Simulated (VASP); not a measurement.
Wanted: the native input for a VASP 6.6.1 run.

```
Task                   : relaxation of cell and atoms
Functional             : PBE
Potentials or basis    : VASP PAW PBE potentials, release 64 (Ga_d, P)
Cutoff                 : 520 eV
k mesh                 : 8 × 8 × 8
Occupations            : gaussian, width 0.1 eV
Spin                   : no spin polarisation
Further INCAR settings : ALGO = Normal; EDIFF = 1e-07; IBRION = 2; POTIM = 0.3; EDIFFG = -0.005; NSW = 60; ISIF = 3
```

The structure of GaP lies in POSCAR:

```
GaP                                     
1.0
    0.0000000000      2.7529536232      2.7529536232
    2.7529536232     -0.0000000000      2.7529536232
    2.7529536232      2.7529536232     -0.0000000000
  Ga              P             
     1     1
Direct
     0.0000000000000000    0.0000000000000000    0.0000000000000000
     0.7500000000000000    0.7500000000000000    0.7500000000000000
```

The input as run:

INCAR

```
SYSTEM = GaP
ALGO = Normal
EDIFF = 1E-7
EDIFFG = -0.005
ENCUT = 520
GGA = PE
IBRION = 2
ISIF = 3
ISMEAR = 0
LASPH = .TRUE.
LCHARG = .FALSE.
LREAL = .FALSE.
LWAVE = .FALSE.
NELM = 120
NSW = 60
POTIM = 0.3
PREC = Accurate
SIGMA = 0.1
```

KPOINTS

```
k-points
0
G
  8 8 8
  0 0 0
```

Potentials or basis: VASP PAW PBE potentials, release 64 (Ga_d, P).

Command:

```console
$ cat potpaw_PBE.64/Ga_d/POTCAR potpaw_PBE.64/P/POTCAR > POTCAR
$ mpirun -np 1 vasp_std > vasp.out
```

Results of the run:

* Pressure after relaxing: 0.0 GPa
* Band gap on the k mesh: 1.58 eV, direct

Caveat: the relaxation stopped at its first step, so nothing moved.

It took 12 s on 1 thread of Intel(R) Xeon(R) Platinum 8488C (Sapphire Rapids), with other jobs on the host, peak memory 0.16 GiB.
